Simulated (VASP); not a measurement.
# Li4P: relaxation of the atoms with LDA

The system is Li4P.

```
Li P
1.0
     4.82979    0.00000    0.00000
    -2.41490    4.18272    0.00000
     0.00000    0.00000    3.87020
Li P
4 1
Direct
  0.61785 0.00000 0.00000
  0.00000 0.61785 0.00000
  0.38215 0.38215 0.00000
  0.00000 0.00000 0.50000
  0.00000 0.00000 0.00000
```

The cell was built by a generator and needn't be a form met in nature.

```json
{
  "Program": "VASP 6.6.1",
  "Task": "relaxation of the atoms",
  "Functional": "LDA",
  "Potentials or basis": "VASP PAW LDA potentials, release 64 (Li_sv, P)",
  "Cutoff": "520 eV",
  "k mesh": "7 × 7 × 7",
  "Occupations": "gaussian, width 0.05 eV",
  "Spin": "no spin polarisation",
  "Further INCAR settings": "ALGO = Normal; EDIFF = 1e-06; IBRION = 2; EDIFFG = -0.005; NSW = 60"
}
```

| Quantity | Value |
| --- | --- |
| Energy gained by relaxing | 555.3 meV/atom |
| Ionic steps | 25 |
| Band gap on the k mesh | none (metal or under the smearing width) |

The path:
| step | energy change (eV) | largest force (eV/Å) | pressure (GPa) |
| --- | --- | --- | --- |
| 1 | 0.0000 | 4.4357 | 24.47 |
| 2 | -1.9221 | 1.8604 | 15.82 |
| 3 | -2.5333 | 0.8478 | 12.42 |
| 4 | -2.7078 | 0.4282 | 11.20 |
| 5 | -2.7765 | 0.0186 | 10.69 |
| 6 | -2.7764 | 0.0261 | 10.69 |
| 7 | -2.7764 | 0.0260 | 10.69 |
| 8 | -2.7764 | 0.0259 | 10.69 |
| 9 | -2.7764 | 0.0260 | 10.69 |
| 10 | -2.7764 | 0.0260 | 10.69 |
| 11 | -2.7764 | 0.0260 | 10.69 |
| 12 | -2.7764 | 0.0260 | 10.69 |
| 13 | -2.7764 | 0.0260 | 10.69 |
| 14 | -2.7764 | 0.0259 | 10.69 |
| 15 | -2.7764 | 0.0257 | 10.69 |
| 16 | -2.7764 | 0.0258 | 10.69 |
| 17 | -2.7764 | 0.0256 | 10.69 |
| 18 | -2.7764 | 0.0252 | 10.69 |
| 19 | -2.7764 | 0.0249 | 10.69 |
| 20 | -2.7764 | 0.0237 | 10.69 |
| 21 | -2.7764 | 0.0214 | 10.69 |
| 22 | -2.7765 | 0.0168 | 10.69 |
| 23 | -2.7766 | 0.0076 | 10.69 |
| 24 | -2.7766 | 0.0108 | 10.69 |
| 25 | -2.7766 | 0.0002 | 10.69 |

Final structure:
```
Li P
1.0
     4.82979    0.00000    0.00000
    -2.41490    4.18272    0.00000
     0.00000    0.00000    3.87020
Li P
4 1
Direct
  0.50001 0.00000 0.00000
  0.00000 0.50001 0.00000
  0.49999 0.49999 0.00000
  0.00000 0.00000 0.50000
  0.00000 0.00000 0.00000
```

Levels at points of the mesh, in eV from the Fermi level:
```csv
k point,band 5,band 6,band 7,band 8,band 9,band 10,band 11,band 12
"(0.00, 0.00, 0.00)",-10.39,-3.67,-3.67,-2.81,-0.81,0.33,4.16,4.16
```

Run time: 3.1 min on 1 thread of Intel(R) Xeon(R) Platinum 8559C (Emerald Rapids), on a shared host, peak memory 0.17 GiB.

Caveat: the cutoff is under 1.25 times the usual one of these potentials, so pressure, stress and relaxed cells hold a basis-set (Pulay) error.
